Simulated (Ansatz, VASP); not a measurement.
Given: the input of a run of Ansatz 0.2.0 on NbTe.

The input input.yaml:

```yaml
crystal:
  lattice:
    - [3.6781214607, 0.0, 0.0]
    - [-1.8390607303, 3.1853466232, 0.0]
    - [0.0, 0.0, 3.6694168905]
  atoms:
    - { symbol: Te, position: [0.6666666667, 0.3333333333, 0.0] }
    - { symbol: Nb, position: [0.0, 0.0, 0.5] }
hamiltonian:
  xc: pbesol
  pseudopotentials: { kind: paw }
kpoints:
  mp_grid: { grid: [8, 8, 7] }
scf:
  occupations: { method: fermi_dirac, width: 0.05 }
output:
  forces: true
  stress: true
  eigenvalues: true
```

Potentials or basis: Ansatz PAW.

Launch:

```bash
$ ansatz run input.yaml --threads 1 --pin off --max-ram 3584MiB --backend cpu --events-out ev --progress --plain --runs-dir out
```

**Question.** Translate it to VASP 6.6.1. Potentials there: VASP PAW PBE potentials, release 64 (Te, Nb_sv).

**Answer.** As run (the cutoff follows the program's own potentials):

INCAR

```
PREC = Accurate
ENCUT = 520
EDIFF = 1E-7
ISMEAR = -1
SIGMA = 0.05
LREAL = False
LASPH = True
NELM = 80
ALGO = Normal
ISIF = 2
LWAVE = False
LCHARG = False
GGA = PS
NBANDS = 16
```

Contents of KPOINTS:

```
regular mesh
0
Gamma
  8 8 7
```

Contents of POSCAR:

```
NbTe
1.0
    3.6781214607      0.0000000000      0.0000000000
   -1.8390607303      3.1853466232      0.0000000000
    0.0000000000      0.0000000000      3.6694168905
Te Nb
1 1
Direct
    0.6666666667      0.3333333333      0.0000000000
    0.0000000000      0.0000000000      0.5000000000
```

Potentials or basis: VASP PAW PBE potentials, release 64 (Te, Nb_sv).

Run with:

```sh
$ cat potpaw_PBE.64/Te/POTCAR potpaw_PBE.64/Nb_sv/POTCAR > POTCAR
$ mpirun -np 1 vasp_std > vasp.out
```

Both were run:

|  | VASP | Ansatz | Ansatz less VASP |
| --- | --- | --- | --- |
| gap on the k mesh at the Fermi level (eV) | none | none | - |
| pressure (GPa) | -3.0 | -2.9 | +0.10 |
| largest component of the traceless stress (GPa) | 0.44 | 0.46 | +0.020 |

A gap of «none» marks a metal or a gap that the smearing closes. The two sets of potentials don't hold the same shells in valence.

Caveats: the PAW data sets were made with another functional, which shifts forces and pressure a little (VASP); the PAW data sets come from PBE, with cores solved anew for the run's functional, which leaves a small shift of forces and pressure (Ansatz). The runs have no spin-orbit coupling, so splittings on Te are missing.
